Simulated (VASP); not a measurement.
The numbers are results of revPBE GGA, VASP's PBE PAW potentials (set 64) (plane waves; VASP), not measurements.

Input for VASP

**KPOINTS**
```
Automatic mesh
0
Gamma
7 7 7
0 0 0
```

### POSCAR
```
CdF2
2.834510
  0.0000000000   0.9999999603   0.9999999603
  0.9999999603   0.0000000000   0.9999999603
  0.9999999603   0.9999999603   0.0000000000
Cd F
1 2
Cart
  0.9999999603   0.9999999603   0.0000000000
  0.4999999802   0.4999999802   0.4999999802
  1.4999999405   1.4999999405   1.4999999405
```

INCAR:
```
# general
SYSTEM   =  CdF2
PREC     =  Accurate
ENCUT    =  520
LREAL    =  .FALSE.
LASPH    =  .TRUE.

# electronic loop
EDIFF    =  1E-7
NELM     =  100
ALGO     =  Normal
LMAXMIX  =  4

# smearing
ISMEAR   =  0
SIGMA    =  0.05

# functional
GGA      =  RE

# ions
ISIF     =  2

# output
LWAVE    =  .FALSE.
LCHARG   =  .FALSE.
```

POTCAR, in this order: Cd F (PBE.64 set). Program: vasp_std.

Problem. What will the output report for the number of irreducible k-points (NKPTS), largest plane-wave count, number of space-group operations, FFT grid (NGX, NGY, NGZ)?

Solution. 
The number of irreducible k-points (NKPTS) is 20. The largest plane-wave count is 1243 and the number of space-group operations is 48. The FFT grid (NGX, NGY, NGZ) is 30 × 30 × 30.

The compound is CdF2 in the fluorite structure. This cell is one point of a volume scan, at 1.06 of the reference volume.
